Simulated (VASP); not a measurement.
All values below come from r2SCAN meta-GGA, VASP's PBE PAW potentials (set 64) (plane waves; VASP).

The input files of a VASP run:

**POSCAR**
```
PbO
1.0
  3.9966200810   0.0000000000   0.0000000000
  0.0000000000   3.9966200810   0.0000000000
  0.0000000000   0.0000000000   5.2615356175
Pb O
2 2
Cartesian
  1.9983100405   0.0000000000   4.0710328151
  3.9966200810   1.9983100405   1.1905028024
  1.9983100405   1.9983100405   0.0000000000
  3.9966200810   3.9966200810   0.0000000000
```

### KPOINTS
```
Automatic mesh
0
Gamma
5 5 4
0 0 0
```

### INCAR
```
SYSTEM = PbO
PREC = Accurate
ENCUT = 520
EDIFF = 1E-6
NELM = 100
ALGO = Normal
LREAL = .FALSE.
LASPH = .TRUE.
ISMEAR = 0
SIGMA = 0.05
METAGGA = R2SCAN
LMIXTAU = .TRUE.
LMAXMIX = 4
LWAVE = .FALSE.
LCHARG = .FALSE.
IBRION = 2
ISIF = 3
NSW = 60
EDIFFG = -0.02
```

POTCAR, in this order: Pb_d O (PBE.64 set). Program: vasp_std.

What VASP printed:

File OSZICAR:
```
       N       E                     dE             d eps       ncg     rms          rms(c)
DAV:   1     0.347670635469E+03    0.34767E+03   -0.20597E+04   864   0.199E+03
DAV:   2    -0.832635283545E+02   -0.43093E+03   -0.42310E+03   904   0.504E+02
DAV:   3    -0.143303555589E+03   -0.60040E+02   -0.58250E+02  1184   0.197E+02
DAV:   4    -0.145226696747E+03   -0.19231E+01   -0.19225E+01   912   0.406E+01
DAV:   5    -0.145304071000E+03   -0.77374E-01   -0.77366E-01  1264   0.801E+00    0.112E+01
DAV:   6    -0.132397292580E+03    0.12907E+02   -0.26402E+01  1448   0.637E+01    0.372E+00
DAV:   7    -0.128876131409E+03    0.35212E+01   -0.27222E+00   896   0.126E+01    0.230E+00
DAV:   8    -0.133349271729E+03   -0.44731E+01   -0.12983E+00  1136   0.124E+01    0.572E-01
DAV:   9    -0.129258938509E+03    0.40903E+01   -0.58972E-01   992   0.707E+00    0.402E-01
DAV:  10    -0.129401632500E+03   -0.14269E+00   -0.12470E-01  1008   0.319E+00    0.242E-01
DAV:  11    -0.129413081020E+03   -0.11449E-01   -0.10023E-01   864   0.299E+00    0.167E-01
DAV:  12    -0.129498135468E+03   -0.85054E-01   -0.47711E-02   968   0.194E+00    0.525E-02
DAV:  13    -0.129520283114E+03   -0.22148E-01   -0.65159E-03   984   0.716E-01    0.366E-02
DAV:  14    -0.129522828027E+03   -0.25449E-02   -0.15592E-03  1152   0.427E-01    0.211E-02
DAV:  15    -0.129522889653E+03   -0.61625E-04   -0.31556E-04   976   0.172E-01    0.134E-02
DAV:  16    -0.129522810655E+03    0.78998E-04   -0.57188E-05  1200   0.727E-02    0.996E-03
DAV:  17    -0.129523006093E+03   -0.19544E-03   -0.20083E-04   888   0.134E-01    0.271E-03
DAV:  18    -0.129523041153E+03   -0.35060E-04   -0.12032E-05  1056   0.311E-02    0.328E-03
DAV:  19    -0.129523050801E+03   -0.96486E-05   -0.49987E-06   864   0.239E-02    0.157E-03
DAV:  20    -0.129523053447E+03   -0.26458E-05   -0.26402E-06   728   0.201E-02    0.122E-03
DAV:  21    -0.129523053923E+03   -0.47634E-06   -0.30685E-07   576   0.775E-03
   1 F= -.12952305E+03 E0= -.12952305E+03  d E =-.129523E+03
```

### OUTCAR
```
------------------------ aborting loop because EDIFF is reached ----------------------------------------
  FORCE on cell =-STRESS in cart. coord.  units (eV):
  Direction    XX          YY          ZZ          XY          YZ          ZX
  --------------------------------------------------------------------------------------
  Total        0.0126266      0.0126266     -0.0087343      0.0000000     -0.0000000      0.0000000
  in kB        0.2407123      0.2407123     -0.1665101      0.0000000     -0.0000000      0.0000000
  external PRESSURE =       0.1049715 kB  Pullay stress =       0.0000000 kB
  volume of cell :       84.04
      direct lattice vectors                 reciprocal lattice vectors
     3.996620081  0.000000000  0.000000000     0.250211424  0.000000000  0.000000000
     0.000000000  3.996620081  0.000000000     0.000000000  0.250211424  0.000000000
     0.000000000  0.000000000  5.261535617     0.000000000  0.000000000  0.190058582
 POSITION                                       TOTAL-FORCE (eV/Angst)
 -----------------------------------------------------------------------------------
      1.99831      0.00000      4.07103        -0.000000      0.000000      0.014506
      0.00000      1.99831      1.19050         0.000000     -0.000000     -0.014506
      1.99831      1.99831      0.00000         0.000000     -0.000000      0.000000
      0.00000      0.00000      0.00000         0.000000      0.000000      0.000000
 -----------------------------------------------------------------------------------
    total drift:                                0.000000      0.000000     -0.000000
  FREE ENERGIE OF THE ION-ELECTRON SYSTEM (eV)
  ---------------------------------------------------
  free  energy   TOTEN  =      -129.5230539234 eV

  energy  without entropy=     -129.5230539234  energy(sigma->0) =     -129.52305392

 reached required accuracy - stopping structural energy minimisation
```
(Selected blocks of OUTCAR.)

The compound is PbO in the litharge structure. It was relaxed first, which changed the volume by +6 %. The start is the result of an earlier pass.
